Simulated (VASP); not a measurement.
# HfHg (Pm-3m) in VASP: further runs, part 2 of 2

VASP 6.6.1. Earlier steps stand in the parts before.

### Step 3. Single point, PBEsol (atom 2 (Hg) moved 0.12 Å along x)

Contents of INCAR:

```
PREC = Accurate
ENCUT = 520
EDIFF = 1E-6
ISMEAR = 0
SIGMA = 0.05
LREAL = F
LASPH = T
NELM = 80
ALGO = Fast
ISIF = 2
LWAVE = F
LCHARG = F
GGA = PS
NBANDS = 18
```

Contents of KPOINTS:

```
Automatic mesh
0
Gamma
  10 10 10
```

Contents of POSCAR:

```
HfHg
1.0
    3.4373109941      0.0000000000      0.0000000000
    0.0000000000      3.4373109941      0.0000000000
    0.0000000000      0.0000000000      3.4373109941
Hf Hg
1 1
Direct
    0.0000000000      0.0000000000      0.0000000000
    0.5349110104      0.5000000000      0.5000000000
```

Potentials or basis: VASP PAW PBE potentials, release 64 (Hf_pv, Hg).

Run with:

```sh
$ cat potpaw_PBE.64/Hf_pv/POTCAR potpaw_PBE.64/Hg/POTCAR > POTCAR
$ mpirun -np 1 vasp_std > vasp.out
```

OUTCAR:

```text
PREC = Accurate
   ENCUT = 520
   EDIFF = 1E-6
   ISMEAR = 0
   LREAL = F
   LASPH = T
   NELM = 80
   ISIF = 2
   GGA = PS

 ion  position               nearest neighbor table
   1  0.000  0.000  0.000-   2 2.91   2 2.91   2 2.91   2 2.91   2 3.05   2 3.05   2 3.05   2 3.05

   2  0.535  0.500  0.500-   1 2.91   1 2.91   1 2.91   1 2.91   1 3.05   1 3.05   1 3.05   1 3.05

  LATTYP: Found a simple cubic cell.
 ALAT       =     3.4373109941

  Lattice vectors:

 A1 = (   3.4373109941,   0.0000000000,   0.0000000000)
 A2 = (   0.0000000000,   3.4373109941,   0.0000000000)
 A3 = (   0.0000000000,   0.0000000000,   3.4373109941)

Analysis of symmetry for initial positions (statically):
=====================================================================
 Subroutine PRICEL returns:
 Original cell was already a primitive cell.

 Routine SETGRP: Setting up the symmetry group for a
 simple cubic supercell.

 Subroutine GETGRP returns: Found  8 space group operations
 (whereof  8 operations were pure point group operations)
 out of a pool of 48 trial point group operations.

The static configuration has the point symmetry C_4v.

Analysis of symmetry for dynamics (positions and initial velocities):
=====================================================================
 Subroutine PRICEL returns:
 Original cell was already a primitive cell.

 Routine SETGRP: Setting up the symmetry group for a
 simple cubic supercell.

 Subroutine GETGRP returns: Found  8 space group operations
 (whereof  8 operations were pure point group operations)
 out of a pool of 48 trial point group operations.

The dynamic configuration has the point symmetry C_4v.

 Subroutine INISYM returns: Found  8 space group operations
 (whereof  8 operations are pure point group operations),
[... 112 lines left out ...]
   EFERMI_NEDOS =   21; number of points for ismear=-14 and -15
   IALGO  =     68    algorithm
   IMIX   =      4    mixing-type and parameters
     AMIX     =   0.40;   BMIX     =  1.00
     AMIX_MAG =   1.60;   BMIX_MAG =  1.00
  volume/ion in A,a.u.               =      20.31       137.03
  Fermi-wavevector in a.u.,A,eV,Ry     =   1.334536  2.521907 24.231783  1.780986
  Thomas-Fermi vector in A             =   2.463310
   LORBIT       =      0    0 simple, 1 ext, 2 COOP (PROOUT), +10 PAW based schemes
   GGA     = PS    functional components
   LHFCALC =     F    Hartree Fock is set to
   AEXX    =    0.0000 exact exchange contribution
   IVDW    =     0    specifies the selected vdW correction
   LEPSILON=     F    determine dielectric tensor
   LRPA    =     F    only Hartree local field effects (RPA)
 non-spin polarized calculation
 RMM-DIIS sequential band-by-band and
 Gauss-broadening in eV      SIGMA  =   0.05
  energy-cutoff  :      520.00
  volume of cell :       40.61
 maximum number of plane-waves:      1108
 NGX is ok and might be reduce to    28
   NGX = 13   NGY = 13   NGZ = 13

 number of electron      21.9999999 magnetization

 Free energy of the ion-electron system (eV)
  ---------------------------------------------------
  ext. energy  EPLUGINS =         0.00000000
  ---------------------------------------------------
  free energy    TOTEN  =       -11.29057973 eV

  energy without entropy =      -11.28929310  energy(sigma->0) =      -11.28993641

 E-fermi :   4.9758     XC(G=0): -11.9103

 val. band max:        4.9731693770   @ k =   0.0000   0.5000   0.5000
 cond. band min:       4.9763018121   @ k =   0.5000   0.2000   0.1000
 fundamental gap:      0.0031324351
 Fermi energy:         4.9757701162

 k-point     1 :       0.0000    0.0000    0.0000
  band No.  band energies     occupation
      1     -26.0291      2.00000
      2     -26.0266      2.00000
      3     -26.0266      2.00000
      4      -4.6941      2.00000
      5      -3.4209      2.00000
      6      -3.4029      2.00000
[... 481 lines left out ...]
      5      -2.9029      2.00000
      6      -2.7888      2.00000
[... 10 lines left out ...]
     17      15.2192      0.00000
     18      15.5441      0.00000

 [... further k-points ...]

------------------------ aborting loop because EDIFF is reached ----------------------------------------

  FORCE on cell =-STRESS in cart. coord.  units (eV):
  Direction    XX          YY          ZZ          XY          YZ          ZX
  --------------------------------------------------------------------------------------
  -------------------------------------------------------------------------------------
  Total        0.0467081      0.1202915      0.1202915      0.0000000     -0.0000000      0.0000000
  in kB        1.8426633      4.7455761      4.7455761      0.0000000     -0.0000000      0.0000000
  external PRESSURE =       3.7779385 kB  Pullay stress =       0.0000000 kB

 VOLUME and BASIS-vectors are now :
 -----------------------------------------------------------------------------
  energy-cutoff  :      520.00
  volume of cell :       40.61
      direct lattice vectors                 reciprocal lattice vectors
     3.437310994  0.000000000  0.000000000     0.290925087  0.000000000  0.000000000
     0.000000000  3.437310994  0.000000000     0.000000000  0.290925087  0.000000000
     0.000000000  0.000000000  3.437310994     0.000000000  0.000000000  0.290925087

 POSITION                                       TOTAL-FORCE (eV/Angst)
 -----------------------------------------------------------------------------------
      0.00000      0.00000      0.00000         0.380449      0.000000     -0.000000
      1.83866      1.71866      1.71866        -0.380449      0.000000      0.000000
 -----------------------------------------------------------------------------------
    total drift:                                0.000441      0.000000     -0.000000

  FREE ENERGIE OF THE ION-ELECTRON SYSTEM (eV)
  ---------------------------------------------------
  free  energy   TOTEN  =       -11.2905797316 eV

  energy  without entropy=      -11.2892930956  energy(sigma->0) =      -11.28993641
```

OSZICAR:

```text
N       E                     dE             d eps       ncg     rms          rms(c)
DAV:   1     0.120030796933E+03    0.12003E+03   -0.11769E+04  4536   0.119E+03
DAV:   2    -0.830035201802E+01   -0.12833E+03   -0.12378E+03  5062   0.302E+02
DAV:   3    -0.119474367211E+02   -0.36471E+01   -0.36215E+01  5612   0.452E+01
DAV:   4    -0.119654656706E+02   -0.18029E-01   -0.18021E-01  5186   0.318E+00
DAV:   5    -0.119655778200E+02   -0.11215E-03   -0.11215E-03  5348   0.243E-01    0.447E+01
RMM:   6    -0.114106236784E+02    0.55495E+00   -0.83298E-01  4557   0.694E+00    0.260E+01
RMM:   7    -0.113006120164E+02    0.11001E+00   -0.50793E-01  4906   0.420E+00    0.319E+00
RMM:   8    -0.112946226242E+02    0.59894E-02   -0.32305E-02  5152   0.157E+00    0.114E+00
RMM:   9    -0.112907597911E+02    0.38628E-02   -0.71424E-03  4923   0.572E-01    0.249E-01
RMM:  10    -0.112905871335E+02    0.17266E-03   -0.77606E-04  5409   0.205E-01    0.181E-01
RMM:  11    -0.112905853785E+02    0.17549E-05   -0.11692E-04  5798   0.677E-02    0.108E-01
RMM:  12    -0.112905849937E+02    0.38486E-06   -0.15336E-05  5578   0.240E-02    0.969E-02
RMM:  13    -0.112905849567E+02    0.36945E-07   -0.11479E-05  5170   0.232E-02    0.851E-02
RMM:  14    -0.112905808779E+02    0.40789E-05   -0.51783E-05  5264   0.595E-02    0.591E-02
RMM:  15    -0.112905797142E+02    0.11636E-05   -0.18999E-06  3848   0.103E-02    0.350E-02
RMM:  16    -0.112905797316E+02   -0.17332E-07   -0.24502E-07  2807   0.313E-03
   1 F= -.11290580E+02 E0= -.11289936E+02  d E =-.128664E-02
```

It took 76 s on 1 thread of Intel Xeon Platinum 8259CL at 2.50GHz (Skylake/Cascade Lake), shared host; peak memory 0.23 GiB.

Results:

```yaml
Free_energy: -11.2906 eV
Pressure: 0.4 GPa
Largest_force: 0.380 eV/Å
Band_gap_on_the_k_mesh: none (metal or under the smearing width)
```

Forces in eV/Å, atoms in the order of the input:
```
Hf   0.380  0.000  0.000
Hg  -0.380  0.000  0.000
```

Caveat: the PAW data sets were made with another functional, which shifts forces and pressure a little.
